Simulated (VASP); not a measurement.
An input for Ansatz (written as the equivalent of a VASP run, and not itself run):

Ansatz 0.2 input:
```yaml
crystal:
  lattice:
    - [4.2339519, 0.0000000, 0.0000000]
    - [0.0000000, 4.2339519, 0.0000000]
    - [0.0000000, 0.0000000, 4.2339519]
  atoms:
    - { symbol: Cu, position: [0.7500000, 0.2500000, 0.7500000] }
    - { symbol: Cu, position: [0.2500000, 0.7500000, 0.7500000] }
    - { symbol: Cu, position: [0.7500000, 0.7500000, 0.2500000] }
    - { symbol: Cu, position: [0.2500000, 0.2500000, 0.2500000] }
    - { symbol: O, position: [0.0000000, 0.0000000, 0.0000000] }
    - { symbol: O, position: [0.5000000, 0.5000000, 0.5000000] }
kpoints:
  mp_grid: { grid: [5, 5, 5] }
hamiltonian:
  xc: pbesol
  pseudopotentials: { kind: paw }
scf:
  occupations: { method: gaussian, width: 0.05 }
  max_iter: 100
relax:
  max_steps: 60
  f_tol: 0.02
  cell: {}
output: { forces: true, stress: true, eigenvalues: true }
```

### Question
Translate this input to VASP (INCAR, KPOINTS, POSCAR, choice of POTCAR).

### Answer
One answer among several that fit: 
### INCAR
```
SYSTEM = Cu2O
PREC = Accurate
ENCUT = 520
EDIFF = 1E-6
NELM = 100
ALGO = Normal
LREAL = .FALSE.
LASPH = .TRUE.
ISMEAR = 0
SIGMA = 0.05
GGA = PS
LMAXMIX = 4
LWAVE = .FALSE.
LCHARG = .FALSE.
IBRION = 2
ISIF = 3
NSW = 60
EDIFFG = -0.02
```

KPOINTS:
```
Automatic mesh
0
Gamma
5 5 5
0 0 0
```

### POSCAR
```
Cu2O
1
    4.2339519078    -0.0000000000     0.0000000000
    0.0000000000     4.2339519078     0.0000000000
   -0.0000000000     0.0000000000     4.2339519078
Cu O
4 2
Direct
  0.7500000000   0.2500000000   0.7500000000
  0.2500000000   0.7500000000   0.7500000000
  0.7500000000   0.7500000000   0.2500000000
  0.2500000000   0.2500000000   0.2500000000
  0.0000000000   0.0000000000   0.0000000000
  0.5000000000   0.5000000000   0.5000000000
```

POTCAR, in this order: Cu O (PBE.64 set). Program: vasp_std.

The two are equivalent in intent, not identical: each code has its own PAW files, so the cut-off isn't converted (ENCUT is set for VASP's; basis.ecutwfc is left out, and Ansatz then takes the one that its files recommend); Ansatz stops its SCF on the density residual and VASP on the energy change (EDIFF).

The compound is Cu2O in the cuprite structure. It was relaxed first. The start is the result of an earlier pass.
